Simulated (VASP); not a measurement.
OSZICAR of a VASP run on Ru (hcp):

File OSZICAR:
```
       N       E                     dE             d eps       ncg     rms          rms(c)
DAV:   1     0.290947527404E+03    0.29095E+03   -0.18178E+04  7128   0.173E+03
DAV:   2    -0.671390919866E+01   -0.29766E+03   -0.29213E+03  7576   0.493E+02
DAV:   3    -0.131298471047E+02   -0.64159E+01   -0.62435E+01  7508   0.778E+01
DAV:   4    -0.132110252854E+02   -0.81178E-01   -0.80160E-01  8990   0.695E+00
DAV:   5    -0.132119622732E+02   -0.93699E-03   -0.93584E-03  7754   0.725E-01    0.165E+01
DAV:   6    -0.120776029815E+02    0.11344E+01   -0.31470E+00  7194   0.183E+01    0.435E+00
DAV:   7    -0.120038879035E+02    0.73715E-01   -0.21806E-01  7334   0.433E+00    0.111E+00
DAV:   8    -0.119956354512E+02    0.82525E-02   -0.83563E-03  7202   0.113E+00    0.781E-02
DAV:   9    -0.119957633979E+02   -0.12795E-03   -0.24833E-04  9524   0.157E-01    0.345E-02
DAV:  10    -0.119957820527E+02   -0.18655E-04   -0.13511E-05  7420   0.407E-02    0.311E-03
DAV:  11    -0.119957826284E+02   -0.57574E-06   -0.39946E-07  7810   0.577E-03    0.124E-03
DAV:  12    -0.119957824580E+02    0.17039E-06   -0.59365E-08  3862   0.262E-03    0.367E-04
DAV:  13    -0.119957823811E+02    0.76922E-07   -0.56937E-09  3680   0.700E-04
   1 F= -.11995782E+02 E0= -.11995782E+02  d E =0.000000E+00
```

Question: Which electronic solver shows in the log?

Answer: It is blocked Davidson (ALGO = Normal, or the opening steps of other solvers). The INCAR had ALGO = Normal.

Question: Can the final energy be trusted as converged?

Answer: Self-consistency was reached. It stopped with EDIFF = 1E-7, NELM = 100 (optB88-vdW, plane waves, VASP's PBE PAW potentials (set 64)).

The compound is Ru in the hcp structure. It was relaxed first.
